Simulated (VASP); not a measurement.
## Cr2B with r2SCAN: from relaxation to properties

Aim: relax Cr2B, then compute properties on the relaxed cell. The steps: full relaxation (r2SCAN), density, ELF and potential (r2SCAN), bands along the symmetry lines (r2SCAN), density of states (r2SCAN) and electric field gradients (r2SCAN). The start is a computed cell from the Materials Project.

Program: VASP 6.6.1. Level of theory: r2SCAN, spin-polarised from a ferromagnetic start; plane waves and PAW (Cr_pv, B). Results are calculated unless marked as measured.

**1. The structure**

Before any relaxation, the start is as follows. The structure is orthorhombic, space group Fddd (No. 70). Conventional cell: a = 4.189 Å, b = 7.297 Å, c = 14.506 Å, α = 90.00°, β = 90.00°, γ = 90.00°. Nearest to Cr lie 4 B at 2.18 to 2.19 Å and 3 Cr at 2.40 to 2.43 Å. Nearest to Cr lie 4 B at 2.18 to 2.19 Å and 3 Cr at 2.41 to 2.43 Å. B has 2 B at 2.10 Å and 8 Cr at 2.18 to 2.19 Å nearest. Farther neighbours are not listed.

**2. Full relaxation (r2SCAN)**

Properties are meant for the cell that this level of theory prefers, so cell and atoms are relaxed first (ISIF = 3) until forces and stress are small; EDIFFG sets the threshold. r2SCAN adds the kinetic-energy density, costs more than a GGA and is run with LASPH.

File INCAR:

```
SYSTEM = Cr2B
PREC = Accurate
ENCUT = 420
EDIFF = 1E-06
NELM = 100
ISMEAR = 1
SIGMA = 0.2
LREAL = .FALSE.
ALGO = Normal
METAGGA = R2SCAN
LASPH = .TRUE.
NBANDS = 86
ISPIN = 2
MAGMOM = 3 3 3 3 3 3 3 3 0 0 0 0
LMAXMIX = 4
LORBIT = 11
LWAVE = .FALSE.
LCHARG = .FALSE.
KPAR = 8
IBRION = 2
NSW = 60
ISIF = 3
EDIFFG = -0.01
```

File POSCAR:

```
Cr2B
1.0
    4.1891535314      0.0000000000      0.0000000000
   -2.0945767657     -3.6487131700      0.0000000000
   -2.0945767657      0.0000000000     -7.2531816194
Cr B
8 4
Direct
    0.1671285400      0.5000000000      0.3342570800
    0.5828714600      0.0000000000      0.1657429200
    0.5848351600      0.1696703200      0.5000000000
    0.4171285400      0.0000000000      0.8342570800
    0.1651648400      0.3303296800      0.0000000000
    0.9151648400      0.8303296800      0.5000000000
    0.3328714600      0.5000000000      0.6657429200
    0.8348351600      0.6696703200      0.0000000000
    0.1256517200      0.0000000000      0.2513034400
    0.8756517200      0.5000000000      0.7513034400
    0.8743482800      0.0000000000      0.7486965600
    0.6243482800      0.5000000000      0.2486965600
```

File KPOINTS:

```
Automatic mesh
0
Gamma
6 6 6
0 0 0
```

PAW data sets: Cr_pv and B (PBE family, release 64).

Started as:

```sh
> mpirun -np 8 vasp_std
```

The program printed:

```text
[banner, memory and clock lines left out]
running    8 mpi-ranks, on    1 nodes
 distrk:  each k-point on    1 cores,    8 groups
 distr:  one band on    1 cores,    1 groups

 POSCAR found type information on POSCAR CrB
 POSCAR found :  2 types and      12 ions
|                                                                             |
|           W    W    AA    RRRRR   N    N  II  N    N   GGGG   !!!           |
|           W    W   A  A   R    R  NN   N  II  NN   N  G    G  !!!           |
|           W    W  A    A  R    R  N N  N  II  N N  N  G       !!!           |
|           W WW W  AAAAAA  RRRRR   N  N N  II  N  N N  G  GGG   !            |
|           WW  WW  A    A  R   R   N   NN  II  N   NN  G    G                |
|           W    W  A    A  R    R  N    N  II  N    N   GGGG   !!!           |
|                                                                             |
|     For optimal performance we recommend to set                             |
|       NCORE = 2 up to number-of-cores-per-socket                            |
|     NCORE specifies how many cores store one orbital (NPAR=cpu/NCORE).      |
|     This setting can greatly improve the performance of VASP for DFT.       |
|     The default, NCORE=1 might be grossly inefficient on modern             |
|     multi-core architectures or massively parallel machines. Do your        |
|     Unfortunately you need to use the default for GW and RPA                |
|     calculations (for HF NCORE is supported but not extensively tested      |
|     yet).                                                                   |
|                                                                             |

|                                                                             |
|               ----> ADVICE to this user running VASP <----                  |
|                                                                             |
|     You enforced a specific xc type in the INCAR file but a different       |
|     [... a line on the potential file left out ...]
|     I HOPE YOU KNOW WHAT YOU ARE DOING!                                     |
|                                                                             |

 LDA part: xc-table for (None), standard interpolation
 POSCAR, INCAR and KPOINTS ok, starting setup
 FFT: planning ... GRIDC
 FFT: planning ... GRID_SOFT
 FFT: planning ... GRID
 WAVECAR not read
 entering main loop
       N       E                     dE             d eps       ncg     rms          rms(c)
DAV:   1     0.136064304995E+04    0.13606E+04   -0.50074E+04 15904   0.138E+03
DAV:   2    -0.788155041857E+02   -0.14395E+04   -0.13495E+04 15824   0.471E+02
DAV:   3    -0.184398761283E+03   -0.10558E+03   -0.99251E+02 16452   0.145E+02
DAV:   4    -0.187263445597E+03   -0.28647E+01   -0.28353E+01 17784   0.235E+01
DAV:   5    -0.187394243333E+03   -0.13080E+00   -0.13045E+00 24104   0.366E+00    0.660E+01
DAV:   6    -0.146362689602E+03    0.41032E+02   -0.15363E+02 18526   0.750E+01    0.247E+01
DAV:   7    -0.150757947444E+03   -0.43953E+01   -0.24154E+01 18330   0.233E+01    0.115E+01
DAV:   8    -0.152456520450E+03   -0.16986E+01   -0.55864E+00 21006   0.189E+01    0.129E+01
DAV:   9    -0.151819833192E+03    0.63669E+00   -0.21552E+00 20046   0.113E+01    0.597E+00
DAV:  10    -0.152381574847E+03   -0.56174E+00   -0.10553E+00 17780   0.465E+00    0.294E+00
DAV:  11    -0.152426753607E+03   -0.45179E-01   -0.12009E-01 18522   0.154E+00    0.137E+00
DAV:  12    -0.152441555661E+03   -0.14802E-01   -0.45077E-02 17848   0.897E-01    0.687E-01
DAV:  13    -0.152444755068E+03   -0.31994E-02   -0.84917E-03 17766   0.353E-01    0.352E-01
DAV:  14    -0.152447078002E+03   -0.23229E-02   -0.55129E-03 19020   0.252E-01    0.242E-01
DAV:  15    -0.152449165939E+03   -0.20879E-02   -0.54717E-03 19414   0.264E-01    0.130E-01
DAV:  16    -0.152449641902E+03   -0.47596E-03   -0.12528E-03 17928   0.127E-01    0.769E-02
DAV:  17    -0.152449909848E+03   -0.26795E-03   -0.88854E-04 19344   0.100E-01    0.489E-02
DAV:  18    -0.152450022826E+03   -0.11298E-03   -0.30154E-04 18818   0.598E-02    0.305E-02
DAV:  19    -0.152450080570E+03   -0.57745E-04   -0.32082E-04 19372   0.619E-02    0.148E-02
DAV:  20    -0.152450098666E+03   -0.18096E-04   -0.49831E-05 17416   0.247E-02    0.969E-03
DAV:  21    -0.152450100574E+03   -0.19079E-05   -0.17265E-05 16186   0.145E-02    0.410E-03
DAV:  22    -0.152450100538E+03    0.36125E-07   -0.30362E-06 12534   0.685E-03
   1 F= -.15245010E+03 E0= -.15245004E+03  d E =-.152450E+03  mag=     0.0007
 curvature:   0.00 expect dE= 0.000E+00 dE for cont linesearch  0.000E+00
 trial: gam= 0.00000 g(F)=  0.785E-04 g(S)=  0.351E-02 ort = 0.000E+00 (trialstep = 0.100E+01)
 search vector abs. value=  0.358E-02
 bond charge predicted
       N       E                     dE             d eps       ncg     rms          rms(c)
DAV:   1    -0.152514502450E+03   -0.64402E-01   -0.12654E+00 15932   0.749E+00    0.250E+00
DAV:   2    -0.152456607976E+03    0.57894E-01   -0.38275E-01 16526   0.348E+00    0.673E-01
DAV:   3    -0.152450843324E+03    0.57647E-02   -0.21493E-02 17284   0.107E+00    0.399E-01
DAV:   4    -0.152450846062E+03   -0.27374E-05   -0.66548E-03 19492   0.971E-01    0.410E-01
DAV:   5    -0.152449225741E+03    0.16203E-02   -0.25795E-03 20010   0.515E-01    0.139E-01
DAV:   6    -0.152449219453E+03    0.62889E-05   -0.59112E-04 17568   0.130E-01    0.954E-02
DAV:   7    -0.152449137388E+03    0.82065E-04   -0.21998E-04 17814   0.889E-02    0.165E-02
DAV:   8    -0.152449133939E+03    0.34483E-05   -0.12724E-05 16782   0.192E-02    0.478E-03
DAV:   9    -0.152449133475E+03    0.46464E-06   -0.53815E-07  8876   0.555E-03
   2 F= -.15244913E+03 E0= -.15244915E+03  d E =0.967063E-03  mag=     0.0001
 trial-energy change:    0.000967  1 .order    0.001075   -0.003584    0.005734
 step:   0.4013(harm=  0.3846)  dis= 0.00035  next Energy=  -152.450827 (dE=-0.726E-03)
 bond charge predicted
       N       E                     dE             d eps       ncg     rms          rms(c)
DAV:   1    -0.152474566446E+03   -0.25433E-01   -0.45609E-01 15932   0.451E+00    0.150E+00
DAV:   2    -0.152453517406E+03    0.21049E-01   -0.14076E-01 16488   0.211E+00    0.409E-01
DAV:   3    -0.152451365648E+03    0.21518E-02   -0.83038E-03 17080   0.663E-01    0.249E-01
DAV:   4    -0.152451315589E+03    0.50059E-04   -0.24478E-03 19412   0.590E-01    0.239E-01
DAV:   5    -0.152450800892E+03    0.51470E-03   -0.88062E-04 20036   0.300E-01    0.875E-02
DAV:   6    -0.152450822014E+03   -0.21122E-04   -0.22272E-04 17266   0.801E-02    0.592E-02
DAV:   7    -0.152450823073E+03   -0.10595E-05   -0.83466E-05 17726   0.543E-02    0.993E-03
DAV:   8    -0.152450824945E+03   -0.18720E-05   -0.45778E-06 14372   0.114E-02    0.313E-03
DAV:   9    -0.152450825047E+03   -0.10183E-06   -0.26046E-07  8584   0.363E-03
   3 F= -.15245083E+03 E0= -.15245080E+03  d E =-.724510E-03  mag=     0.0000
 curvature:  -0.19 expect dE=-0.181E-04 dE for cont linesearch -0.654E-06
 trial: gam= 0.05716 g(F)=  0.324E-04 g(S)=  0.620E-04 ort =-0.110E-03 (trialstep = 0.880E+00)
 search vector abs. value=  0.935E-04
 reached required accuracy - stopping structural energy minimisation
```

The job ended after 10 min (8 MPI ranks of Intel Xeon 6975P-C (Granite Rapids), shared host; peak memory 4.4 GiB; 71 min of CPU time).

Lines that name or quote the potential files are left out of all logs, and their timing lines are given in words.

Parts of OUTCAR (step 2):

```text
ion  position               nearest neighbor table
   1  0.167  0.500  0.334-  12 2.18  12 2.18   9 2.19   9 2.19   7 2.40   2 2.43   2 2.43   3 2.70
                             6 2.70   6 2.70   3 2.70   5 2.71   8 2.71   3 2.72   6 2.72
   2  0.583  0.000  0.166-   9 2.18   9 2.18  12 2.19  12 2.19   4 2.40   1 2.43   1 2.43   5 2.70
                             8 2.70   8 2.70   5 2.70   3 2.71   6 2.71   8 2.72   5 2.72
   3  0.585  0.170  0.500-   9 2.18  11 2.18  10 2.19  12 2.19   6 2.41   6 2.43   6 2.43   1 2.70
                             7 2.70   7 2.70   1 2.70   4 2.71   2 2.71   7 2.72   1 2.72
   4  0.417  0.000  0.834-  11 2.18  11 2.18  10 2.19  10 2.19   2 2.40   7 2.43   7 2.43   8 2.70
                             5 2.70   5 2.70   8 2.70   6 2.71   3 2.71   5 2.72   8 2.72
   5  0.165  0.330  0.000-  12 2.18  10 2.18  11 2.19   9 2.19   8 2.41   8 2.43   8 2.43   2 2.70
                             4 2.70   4 2.70   2 2.70   7 2.71   1 2.71   2 2.72   4 2.72
   6  0.915  0.830  0.500-   9 2.18  11 2.18  10 2.19  12 2.19   3 2.41   3 2.43   3 2.43   7 2.70
                             1 2.70   1 2.70   7 2.70   4 2.71   2 2.71   7 2.72   1 2.72
   7  0.333  0.500  0.666-  10 2.18  10 2.18  11 2.19  11 2.19   1 2.40   4 2.43   4 2.43   6 2.70
                             3 2.70   3 2.70   6 2.70   5 2.71   8 2.71   3 2.72   6 2.72
   8  0.835  0.670  0.000-  12 2.18  10 2.18  11 2.19   9 2.19   5 2.41   5 2.43   5 2.43   4 2.70
                             2 2.70   2 2.70   4 2.70   7 2.71   1 2.71   2 2.72   4 2.72
   9  0.126  0.000  0.251-  12 2.10  12 2.10   3 2.18   6 2.18   2 2.18   2 2.18   8 2.19   5 2.19
                             1 2.19   1 2.19
  10  0.876  0.500  0.751-  11 2.10  11 2.10   5 2.18   8 2.18   7 2.18   7 2.18   6 2.19   3 2.19
                             4 2.19   4 2.19
  11  0.874  0.000  0.749-  10 2.10  10 2.10   3 2.18   6 2.18   4 2.18   4 2.18   5 2.19   8 2.19
                             7 2.19   7 2.19
  12  0.624  0.500  0.249-   9 2.10   9 2.10   8 2.18   5 2.18   1 2.18   1 2.18   3 2.19   6 2.19
                             2 2.19   2 2.19

  LATTYP: Found a face centered orthorhombic cell.
 ALAT       =     4.1891535314
 B/A-ratio  =     1.7419811151
 C/A-ratio  =     3.4628387645

 Subroutine GETGRP returns: Found  8 space group operations
 (whereof  4 operations were pure point group operations)

The static configuration has the point symmetry D_2 .
 The point group associated with its full space group is D_2h.

 Found     46 irreducible k-points:

   k-points           NKPTS =     46   k-points in BZ     NKDIM =     46   number of bands    NBANDS=     86

   dimension x,y,z NGX =    28 NGY =   28 NGZ =   50
   dimension x,y,z NGXF=    56 NGYF=   56 NGZF=  100

   ENCUT  =  420.0 eV  30.87 Ry    5.56 a.u.   7.00  7.03 12.62*2*pi/ulx,y,z

   NELECT =     108.0000    total number of electrons

 k-points in reciprocal lattice and weights: Automatic mesh
   0.00000000  0.00000000  0.00000000       0.005
   0.16666667  0.00000000  0.00000000       0.037
   0.33333333  0.00000000  0.00000000       0.037
   0.50000000  0.00000000  0.00000000       0.019
   0.00000000  0.16666667  0.00000000       0.009
   0.16666667  0.16666667  0.00000000       0.037
   0.33333333  0.16666667  0.00000000       0.037
   0.50000000  0.16666667  0.00000000       0.037
  -0.33333333  0.16666667  0.00000000       0.019
[...]
0.00000000  0.33333333  0.50000000       0.009
   0.00000000  0.50000000  0.50000000       0.005

 average (electrostatic) potential at core
       1 -70.6466       2 -70.6466       3 -70.6483       4 -70.6466       5 -70.6483
       6 -70.6483       7 -70.6466       8 -70.6483       9 -22.5205      10 -22.5205
      11 -22.5205      12 -22.5205

 E-fermi :  10.9769

 spin component 1
 k-point     1 :       0.0000    0.0000    0.0000
  band No.  band energies     occupation
    ...
     51      10.5955      1.01068
     52      10.6170      1.01446
     53      10.6805      1.02845
     54      10.7814      1.02264
     55      10.8503      0.93419
     56      10.9838      0.47052
     57      11.0844      0.10984
     58      11.1676     -0.01963
     59      12.0521     -0.00000
     60      12.1800     -0.00000
    ...

 k-point     2 :       0.1667    0.0000    0.0000
  band No.  band energies     occupation
    ...
     51      10.4655      1.00089
     52      10.5717      1.00734
     53      10.7550      1.03307
     54      10.8585      0.91626
     55      10.9302      0.69144
     56      11.0112      0.35716
     57      11.1915     -0.03116
     58      11.4111     -0.00442
     59      12.1732     -0.00000
     60      12.2335     -0.00000
    ...

 k-point     3 :       0.3333    0.0000    0.0000
  band No.  band energies     occupation
    ...
     51      10.1097      1.00000
     52      10.4756      1.00113
     53      10.7630      1.03090
     54      10.8549      0.92433
     55      10.9711      0.52422
     56      11.3820     -0.00735
     57      11.6857     -0.00000
     58      11.7921     -0.00000
     59      11.9158     -0.00000
     60      12.2134     -0.00000
    ...

 k-point     4 :       0.5000    0.0000    0.0000
  band No.  band energies     occupation
    ...
     51       9.9664      1.00000
     52      10.3277      1.00002
     53      10.7494      1.03413
     54      10.8273      0.97551
     55      10.9723      0.51952
     56      11.3069     -0.02076
     57      11.5604     -0.00015
     58      11.7533     -0.00000
     59      12.2008     -0.00000
     60      12.2568     -0.00000
    ...

 k-point     5 :       0.0000    0.1667    0.0000
  band No.  band energies     occupation
    ...
     50      10.1711      1.00000
     51      10.2898      1.00001
     52      10.2933      1.00001
     53      10.7632      1.03084
     54      10.7662      1.02982
     55      11.1245      0.02748
     56      11.1453     -0.00009
     57      11.3464     -0.01266
     58      11.3942     -0.00598
     59      12.2446     -0.00000
    ...

 k-point     6 :       0.1667    0.1667    0.0000
  band No.  band energies     occupation
    ...
     50      10.0095      1.00000
     51      10.2032      1.00000
     52      10.3038      1.00001
     53      10.5374      1.00402
     54      10.6567      1.02304
     55      11.2584     -0.03148
     56      11.3106     -0.01994
     57      11.6566     -0.00001
     58      11.8421     -0.00000
     59      12.0500     -0.00000
    ...

  Total        0.0215836     -0.0275757      0.1191336      0.0000000      0.0000000      0.0000000
  in kB        0.3127143     -0.3995317      1.7260719      0.0000000      0.0000000      0.0000000
  external PRESSURE =       0.5464182 kB  Pullay stress =       0.0000000 kB

  energy-cutoff  :      420.00
  volume of cell :      110.58
      direct lattice vectors                 reciprocal lattice vectors
     4.185337375  0.000000000  0.000000000     0.238929365 -0.137176921 -0.068976882
    -2.092668688 -3.644928005  0.000000000     0.000000000 -0.274353841  0.000000000
    -2.092668688  0.000000000 -7.248805481     0.000000000  0.000000000 -0.137953764

 POSITION                                       TOTAL-FORCE (eV/Angst)
 -----------------------------------------------------------------------------------
     -1.04633     -1.82246     -2.42314         0.000000      0.000000     -0.009418
      2.09267      0.00000     -1.20127         0.000000      0.000000      0.009418
      1.04633     -0.61878     -3.62440         0.000000     -0.008792      0.000000
      0.00000      0.00000     -6.04754         0.000000      0.000000     -0.009418
      0.00000     -1.20368     -0.00000        -0.000000      0.008792      0.000000
      1.04633     -3.02614     -3.62440        -0.000000      0.008792      0.000000
     -1.04633     -1.82246     -4.82567        -0.000000      0.000000      0.009418
      2.09267     -2.44125     -0.00000         0.000000     -0.008792      0.000000
      0.00000      0.00000     -1.82162         0.000000      0.000000     -0.001439
      1.04633     -1.82246     -5.44602        -0.000000      0.000000     -0.001439
      2.09267      0.00000     -5.42719         0.000000      0.000000      0.001439
      1.04633     -1.82246     -1.80278         0.000000      0.000000      0.001439
 -----------------------------------------------------------------------------------
    total drift:                               -0.000000     -0.000000     -0.000000

  FREE ENERGIE OF THE ION-ELECTRON SYSTEM (eV)
  ---------------------------------------------------
  free  energy   TOTEN  =      -152.4508250473 eV

  energy  without entropy=     -152.4507428852  energy(sigma->0) =     -152.45079766

 reached required accuracy - stopping structural energy minimisation

 total charge
# of ion       s       p       d       tot
------------------------------------------
    1        0.604   6.482   4.249  11.335
    2        0.604   6.482   4.249  11.335
    3        0.604   6.484   4.250  11.339
    4        0.604   6.482   4.249  11.335
    5        0.604   6.484   4.250  11.339
    6        0.604   6.484   4.250  11.339
    7        0.604   6.482   4.249  11.335
    8        0.604   6.484   4.250  11.339
    9        0.719   1.201   0.000   1.920
   10        0.719   1.201   0.000   1.920
   11        0.719   1.201   0.000   1.920
   12        0.719   1.201   0.000   1.920
--------------------------------------------------
tot          7.707  56.672  33.997  98.375

 magnetization (x)
# of ion       s       p       d       tot
------------------------------------------
    1        0.000   0.000   0.000   0.000
    2        0.000   0.000   0.000   0.000
    3       -0.000   0.000   0.000   0.000
    4        0.000   0.000   0.000   0.000
    5       -0.000   0.000   0.000   0.000
    6       -0.000   0.000   0.000   0.000
    7        0.000   0.000   0.000   0.000
    8       -0.000   0.000   0.000   0.000
    9       -0.000  -0.000   0.000  -0.000
   10       -0.000  -0.000   0.000  -0.000
   11       -0.000  -0.000   0.000  -0.000
   12       -0.000  -0.000   0.000  -0.000
--------------------------------------------------
tot         -0.000  -0.000   0.000   0.000

[... 6 further parts left out ...]
```

The moments of the start collapse, so the state is non-magnetic; other starts or orders were not tried. The PAW data sets were made with PBE, which is usual practice but a small mismatch for other functionals. The run keeps the 8 symmetry operations of its start, so it cannot find a distortion of lower symmetry.

The steps of the relaxation:

```tsv
step	energy less that of the first step (eV)	largest force (eV/Å)	pressure (GPa)	volume (Å³)
1	0.0000	0.0180	-0.76	110.87
2	0.0010	0.0113	1.31	110.16
3	-0.0007	0.0094	0.05	110.58
```

```tsv
conventional cell, symmetrised	before	after	change
a (Å)	4.189	4.185	-0.1 %
b (Å)	7.297	7.290	-0.1 %
c (Å)	14.506	14.498	-0.1 %
volume (Å³/atom)	9.24	9.22	-0.3 %
```

Final coordinates:

```
Cr B
1.0
     4.18534    0.00000    0.00000
    -2.09267   -3.64493    0.00000
    -2.09267    0.00000   -7.24881
Cr B
8 4
Direct
  0.16714 0.50000 0.33428
  0.58286 0.00000 0.16572
  0.58488 0.16977 0.50000
  0.41714 0.00000 0.83428
  0.16512 0.33023 0.00000
  0.91512 0.83023 0.50000
  0.33286 0.50000 0.66572
  0.83488 0.66977 0.00000
  0.12565 0.00000 0.25130
  0.87565 0.50000 0.75130
  0.87435 0.00000 0.74870
  0.62435 0.50000 0.24870
```

Numbers from this step:

- electrons: 108
- bands: 86
- irreducible k-points: 46
- symmetry operations: 8
- free energy (TOTEN): -152.4508 eV
- Fermi energy: 10.98 eV
- pressure: 0.05464 GPa
- metallic: yes
- SCF cycles over all ionic steps: 40

The spin moment in the PAW sphere vanishes on all atoms.

It ends with a largest force of 0.009 eV/Å and a pressure of 0.05 GPa.

(Continued in part 2 of 5.)

[Lines on the potential files, build, host, timing and source positions are cut from VASP's logs without a mark.]

[Logs are printed without paths, hosts, clocks, repeated set-up lines and the standing remarks that a program may print on its own settings, such as how far it seeks lower states.]

[Hosts, paths, dates, database ids (printed as entryN), source tags and the programs' standing remarks are cut or masked in the printed files.]

[A measured line is paired with the nearest computed mode of its activity, which favours agreement.]
